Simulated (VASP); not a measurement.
Here is the system:

```yaml
crystal:
  lattice:
    - [-2.65684, 2.65684, 2.65684]
    - [2.65684, -2.65684, 2.65684]
    - [2.65684, 2.65684, -2.65684]
  atoms:
    - { symbol: K, position: [0.00000, 0.00000, 0.00000] }
```

Method: MS2 meta-GGA, VASP's PBE PAW potentials (set 64) (plane waves; VASP). Settings: 520 eV cut-off, 11×11×11 Γ-centred mesh, tetrahedra with Blöchl corrections, potentials K_sv.

Task: Give the energies of bands 5 to 7 at the high-symmetry points, in eV from the Fermi level.

Result: 
| band | Γ | H | N | P |
|---|---|---|---|---|
| 5 | -2.18 | 1.72 | 0.47 | 1.44 |
| 6 | 4.59 | 1.72 | 0.59 | 1.44 |
| 7 | 4.59 | 3.40 | 3.33 | 1.44 |

It has no gap at this level: it comes out as a metal or semimetal.

The compound is K in the bcc structure. It was relaxed first.
